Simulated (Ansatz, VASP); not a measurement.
# Na4Ca2ZnSi22O49 (glassy 81SiO2-7Na2O-7CaO-4ZnO (mol %)): VASP beside Ansatz, part 3 of 3

Wanted: the spread between two codes on one cell, functional and k mesh. Of the first pair: The structure shown is the start of the Ansatz relaxation below; VASP solves that cell, so the two are compared at the walk's first step.

VASP 6.6.1 and Ansatz 0.2.0.

So far. Step 3 (VASP: single point, PBEsol, start cell, pair 1): The run ends at a pressure of 2.47 GPa, with forces up to 5.3 eV/Å.

## (6) VASP: single point, PBEsol, relaxed cell, pair 2

Level of this step: PBEsol; plane waves and PAW (Si, Na_pv, Ca_sv, Zn, O) (VASP).

The same cell, functional and mesh now go to VASP, with its own data sets.

INCAR reads:

```
SYSTEM = Na4Ca2ZnSi22O49
PREC = Accurate
ENCUT = 600
EDIFF = 1E-06
NELM = 120
ISMEAR = 0
SIGMA = 0.01
LREAL = Auto
ALGO = Normal
GGA = PS
NBANDS = 280
LORBIT = 11
LWAVE = .FALSE.
LCHARG = .FALSE.
ISIF = 2
LASPH = .TRUE.
GGA_COMPAT = .FALSE.
EFERMI = MIDGAP
NCORE = 2
```

POSCAR reads:

```
Na4Ca2ZnSi22O49
1.0
   10.1819440000     -0.2372600000      0.3155290000
   -0.2372600000     10.0570370000      0.1450920000
    0.3155290000      0.1450920000      9.8029690000
Si Na Ca Zn O
22 4 2 1 49
Direct
    0.4404500000      0.4118300000      0.2701300000
    0.4360100000      0.7784200000      0.8714200000
    0.4089200000      0.1125700000      0.2670600000
    0.4144400000      0.0649800000      0.9599200000
    0.9758700000      0.9412500000      0.3448500000
    0.1730700000      0.2582800000      0.9326700000
    0.9157000000      0.2386800000      0.4364500000
    0.5046900000      0.4266800000      0.5691600000
    0.7251700000      0.7638900000      0.3613800000
    0.7935900000      0.4695600000      0.9849400000
    0.6831900000      0.2124400000      0.9336200000
    0.5865300000      0.6504600000      0.1089500000
    0.4983800000      0.1128100000      0.5515700000
    0.2771700000      0.5183600000      0.7884800000
    0.7312100000      0.2913000000      0.2191000000
    0.1709200000      0.7164500000      0.4182300000
    0.9049300000      0.8702800000      0.8031000000
    0.6419400000      0.8770300000      0.6400900000
    0.1191600000      0.4660800000      0.3082200000
    0.9896900000      0.5888300000      0.7494900000
    0.7938800000      0.5143700000      0.5160600000
    0.9496900000      0.1618400000      0.7476900000
    0.9455400000      0.6990100000      0.1071500000
    0.2649400000      0.5810000000      0.0939900000
    0.4338200000      0.7150100000      0.4212600000
    0.2390000000      0.8988000000      0.1485800000
    0.8916100000      0.0643600000      0.0825100000
    0.1844100000      0.9727200000      0.5644500000
    0.1406900000      0.1761400000      0.2413000000
    0.5324000000      0.2707100000      0.5763400000
    0.0797000000      0.2240700000      0.0676700000
    0.4306300000      0.0292800000      0.1230400000
    0.8267100000      0.8853800000      0.3061500000
    0.0450700000      0.8239600000      0.4257500000
    0.8770300000      0.8812400000      0.9630900000
    0.8322300000      0.3822700000      0.4404700000
    0.2586700000      0.7291100000      0.2761800000
    0.6220700000      0.7335300000      0.2438400000
    0.8040400000      0.6341900000      0.3973800000
    0.5139300000      0.0871800000      0.3827700000
    0.5211900000      0.7491800000      0.0023100000
    0.9775000000      0.0728500000      0.4386100000
    0.8226200000      0.1576300000      0.8644700000
    0.8894200000      0.5519400000      0.6359200000
    0.2623000000      0.0720400000      0.3329500000
    0.2452900000      0.4080800000      0.9142800000
    0.3618200000      0.0648200000      0.6236500000
    0.6221800000      0.0333600000      0.6134900000
    0.6438500000      0.5088800000      0.5873700000
    0.0587000000      0.5320000000      0.1798000000
    0.6899700000      0.3732200000      0.9041000000
    0.3963800000      0.4715600000      0.6881400000
    0.0576400000      0.3094400000      0.3635700000
    0.6338200000      0.8054100000      0.4926200000
    0.0796600000      0.2375700000      0.8027400000
    0.2941900000      0.1568800000      0.9310400000
    0.4779100000      0.5321600000      0.1491900000
    0.2719600000      0.4276700000      0.2704400000
    0.5529800000      0.1310000000      0.8880700000
    0.1071600000      0.5625800000      0.4413800000
    0.9093000000      0.2298800000      0.6090200000
    0.9904300000      0.0055600000      0.7354900000
    0.0460700000      0.9794300000      0.1969200000
    0.3676000000      0.9180100000      0.9053000000
    0.3249100000      0.6564100000      0.8643600000
    0.1373600000      0.5384600000      0.7236400000
    0.0018400000      0.7491900000      0.7667900000
    0.6121100000      0.3722700000      0.2803200000
    0.8195700000      0.1896800000      0.3064200000
    0.4445600000      0.4742800000      0.4271900000
    0.8329300000      0.3884100000      0.1192800000
    0.6902300000      0.1793200000      0.0981400000
    0.2517000000      0.7685100000      0.5436000000
    0.7786800000      0.8536100000      0.7086200000
    0.5251500000      0.7950300000      0.7313700000
    0.9249200000      0.5197600000      0.8939600000
    0.4176000000      0.2623900000      0.2036300000
    0.7232300000      0.6039000000      0.0343000000
```

KPOINTS reads:

```
Automatic mesh
0
Gamma
1 1 1
0 0 0
```

PAW data sets: Si, Na_pv, Ca_sv, Zn and O (PBE family, release 64).

Started as:

```sh
mpirun -np 8 vasp_gam
```

Numbers of over 12 decimals in the logs are rounded to 6 here.

The program printed:

```text
[banner, memory and clock lines left out]
running    8 mpi-ranks, on    1 nodes
[...]
[... a notice as in an earlier step ...]

 LDA part: xc-table for (Slater+PW92), standard interpolation
 POSCAR, INCAR and KPOINTS ok, starting setup
[...]
entering main loop
       N       E                     dE             d eps       ncg     rms          rms(c)
DAV:   1     0.581846632988E+04    0.58185E+04   -0.26518E+05   560   0.187E+03
DAV:   2     0.107644702184E+03   -0.57108E+04   -0.54044E+04   656   0.479E+02
DAV:   3    -0.633917411190E+03   -0.74156E+03   -0.72835E+03   608   0.193E+02
DAV:   4    -0.673976049634E+03   -0.40059E+02   -0.39545E+02   712   0.491E+01
[...]
DAV:  16    -0.601639593047E+03    0.10411E-04   -0.14100E-04   760   0.443E-02    0.185E-02
DAV:  17    -0.601639599732E+03   -0.66846E-05   -0.71374E-05   712   0.218E-02    0.182E-02
DAV:  18    -0.601639600097E+03   -0.36516E-06   -0.64148E-06   672   0.652E-03
   1 F= -.60163960E+03 E0= -.60163960E+03  d E =0.000000E+00
```

Parts of OUTCAR (step 6):

```text
  Total        2.3334725      2.3144961      2.4308476     -0.1791555     -0.2371053      0.1980303
  in kB        3.7310377      3.7006960      3.8867328     -0.2864555     -0.3791126      0.3166348
  external PRESSURE =       3.7728222 kB  Pullay stress =       0.0000000 kB

 POSITION                                       TOTAL-FORCE (eV/Angst)
 -----------------------------------------------------------------------------------
      4.47216      4.07648      2.84680        -0.000932      0.034625     -0.025441
      4.52970      7.85159      8.79302        -0.036405     -0.017739      0.003121
      4.22116      1.07385      2.76334         0.072740     -0.054193     -0.056967
      4.50727      0.69445      9.55026         0.001201     -0.017211     -0.051344
      9.82174      9.28469      3.82504        -0.062664     -0.022804      0.048231
      1.99519      2.69179      9.23502         0.059118      0.023267     -0.064138
      9.40469      2.24648      4.60207        -0.003581     -0.039996      0.036060
      5.21708      4.25397      5.80061        -0.020841      0.036776      0.071849
      7.31643      7.56285      3.88224        -0.036473      0.024570     -0.042001
      8.27966      4.67700      9.97387         0.035647      0.060331     -0.034537
      7.20038      2.10988      9.39864        -0.009181     -0.047111     -0.071198
      5.85206      6.41835      1.34748        -0.006926      0.068337     -0.001340
      5.22175      1.09632      5.58064         0.135170      0.042161     -0.026392
      2.94793      5.26181      7.89211         0.023539      0.030062     -0.000824
[...]
-----------------------------------------------------------------------------------
    total drift:                                0.011244      0.021781     -0.002588

  FREE ENERGIE OF THE ION-ELECTRON SYSTEM (eV)
  ---------------------------------------------------
  free  energy   TOTEN  =      -601.6396000967 eV

  energy  without entropy=     -601.6396000967  energy(sigma->0) =     -601.63960010

[... 1 part as in an earlier step ...]

[... 2 further parts left out ...]
[key lines of the parts left out:]
E-fermi :   4.3773
```

The run ends at a pressure of 0.38 GPa, with forces up to 0.15 eV/Å.

## (7) Side by side

What differs besides the data sets and the points named for the pairs above, as far as they apply: the data sets hold 450 valence electrons in Ansatz (on its default PAW (the set named soft_2) files) and 442 in VASP; the cutoff is 420 eV in Ansatz and 600 eV in VASP (PREC = Accurate, projectors in real space). Total energies have different zeros and are not compared.

The two programs side by side:

| quantity | Ansatz | VASP | difference |
| --- | --- | --- | --- |
| pressure (GPa) | -0.01 | 0.38 | -0.38 |
| gap on the k mesh (eV) | 3.201 | 3.192 | +0.009 |

Forces on 7 of the 78 atoms, those with the largest forces and the largest differences (eV/Å; atoms numbered as in POSCAR):

| atom | Ansatz x, y, z | VASP x, y, z |
| --- | --- | --- |
| Si13 | 0.002, -0.002, -0.002 | 0.135, 0.042, -0.026 |
| Si19 | -0.003, 0.006, 0.006 | 0.019, -0.107, 0.078 |
| O35 | -0.001, 0.000, 0.001 | -0.028, -0.010, 0.128 |
| O37 | -0.001, -0.001, -0.005 | 0.063, -0.015, -0.106 |
| O47 | -0.002, -0.003, 0.003 | -0.098, -0.025, 0.081 |
| O50 | 0.005, -0.001, 0.003 | -0.079, 0.061, -0.116 |
| O73 | 0.001, -0.001, 0.002 | 0.076, 0.010, 0.115 |

The forces differ by 38 meV/Å r.m.s., where the r.m.s. force is 0.004 eV/Å in Ansatz and 0.039 eV/Å in VASP: the atoms lie near their places of rest in Ansatz, so a percentage would say little (all taken over all components). A gap on the mesh is an upper bound, since the band edges may lie between its points.

## (8) Outcome

```json
{
 "r.m.s. force difference (single point, PBEsol, start cell, pair 1)": "3.7 % of the r.m.s. force",
 "r.m.s. force difference (single point, PBEsol, relaxed cell, pair 2)": "38 meV/Å"
}
```

**Reading.** The r.m.s. force difference is 38 meV/Å (single point, PBEsol, relaxed cell, pair 2), beyond the 12 meV/Å picked in this series as the mark of a large difference. The data sets hold unlike numbers of valence electrons (450 in Ansatz and 442 in VASP), so part of the differences comes from the potentials. What causes the difference of the single point, PBEsol, start cell, pair 1 pair stays open here. What causes the difference of the single point, PBEsol, relaxed cell, pair 2 pair stays open here. Such differences can come from data sets, numerical settings and the points named under the comparisons, not from the functional's error against experiment.

[Lines on the potential files, build, host, timing and source positions are cut from VASP's logs without a mark.]

[Logs are printed without paths, hosts, clocks, repeated set-up lines and the standing remarks that a program may print on its own settings, such as how far it seeks lower states.]

[Hosts, paths, dates, database ids (printed as entryN), source tags and the programs' standing remarks are cut or masked in the printed files.]
